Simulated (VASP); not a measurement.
```
Rh
1.0
    0.00000     1.93800     1.93800
    1.93800     0.00000     1.93800
    1.93800     1.93800     0.00000
Rh
1
Direct
  0.00000   0.00000   0.00000
```

Computed with PW91 GGA, VASP's PBE PAW potentials (set 64) (plane waves; VASP 6.6.1). Run with 400 eV cut-off, 15×15×15 Γ-centred mesh, first-order Methfessel-Paxton smearing of 0.10 eV, potentials Rh_pv.

Q: Predict the energy per atom (σ→0), pressure, band gap (on the k-mesh) with the smallest direct gap where there is one.

A: 
| Item | Result |
|---|---|
| band gap (on the k-mesh) | none (metal, semimetal or under 0.01 eV) |
| energy per atom (σ→0) | -7.255 eV/atom |
| pressure | -8.49 GPa |

The absolute energy has meaning only against runs of the same code, potentials and settings.

The compound is Rh in the fcc structure. The cell was not relaxed at this level. The run is one of a series of settings (GGA = 91 against the base run), some of them coarse on purpose.
